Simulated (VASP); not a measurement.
Wanted: the native input for a VASP 6.6.1 run.

```
Task                   : relaxation of cell and atoms
Functional             : PBE
Potentials or basis    : VASP PAW PBE potentials, release 64 (Be, Se, S)
Cutoff                 : 520 eV
k mesh                 : 3 × 3 × 3
Occupations            : gaussian, width 0.05 eV
Spin                   : no spin polarisation
Further INCAR settings : PREC = Normal; LREAL = Auto; ALGO = Fast; EDIFF = 1e-05; ISYM = 0; IBRION = 2; EDIFFG = -0.03; NSW = 110; ISIF = 3
```

The structure of Be3Se2S lies in POSCAR:

```
Be3Se2S
1.0
    5.4700683600     -3.0504107000     -0.0344480200
    5.5166476800      3.1311092800     -0.0253076000
   -0.0328218800      0.0086980800      5.9443409400
Be Se S
6 4 2
Direct
    0.5122031600      0.1786590200      0.6137375200
    0.8401367300      0.4744599500      0.6242299300
    0.1680274700      0.8652025700      0.6640795400
    0.1604551000      0.5253881300      0.1374021700
    0.4829427400      0.8351752400      0.0987706800
    0.8476614200      0.1462975700      0.1492170400
    0.5176317500      0.1560267300      0.9729682500
    0.4848904800      0.8420842400      0.5230465400
    0.8496432100      0.4976728200      0.9906786800
    0.1435101300      0.4948375500      0.4965508200
    0.8386236000      0.1453671800      0.5194356500
    0.1361458200      0.8531489100      0.9904770800
```

The cell was built by a generator and needn't be a form met in nature.

One way to write it, as run:

INCAR

```
  PREC = Normal
  ENCUT = 520
  EDIFF = 1E-5
  ISMEAR = 0
  SIGMA = 0.05
  LREAL = Auto
  LASPH = True
  NELM = 80
  ALGO = Fast
  ISIF = 3
  LWAVE = False
  LCHARG = False
  GGA = PE
  IBRION = 2
  NSW = 110
  EDIFFG = -0.03
  ISYM = 0
```

KPOINTS

```
regular mesh
0
Gamma
  3 3 3
```

Potentials or basis: VASP PAW PBE potentials, release 64 (Be, Se, S).

Launch:

```sh
$ cat potpaw_PBE.64/Be/POTCAR potpaw_PBE.64/Se/POTCAR potpaw_PBE.64/S/POTCAR > POTCAR
$ mpirun -np 1 vasp_std > vasp.out
```

Results of the run:

```yaml
Relaxed_volume: 16.39 Å³/atom
Relaxed_cell: a = 6.204 Å, b = 6.204 Å, c = 5.902 Å, α = 89.99°, β = 89.99°, γ = 59.96°
Space_group_after_relaxing_to_0.05_Å: Cmc2_1 (No. 36)
Energy_gained_by_relaxing: 109.5 meV/atom
Ionic_steps: 14
Pressure_after_relaxing: 0.0 GPa
Largest_force_after_relaxing: 0.020 eV/Å
Band_gap_on_the_k_mesh: 3.41 eV, direct
```

Caveat: an odd mesh through Γ misses points on the zone boundary, where band edges often lie.

Run time: 7.1 min on 1 thread of Intel(R) Xeon(R) Platinum 8259CL CPU @ 2.50GHz (Skylake/Cascade Lake), with other jobs on the host, peak memory 0.25 GiB.
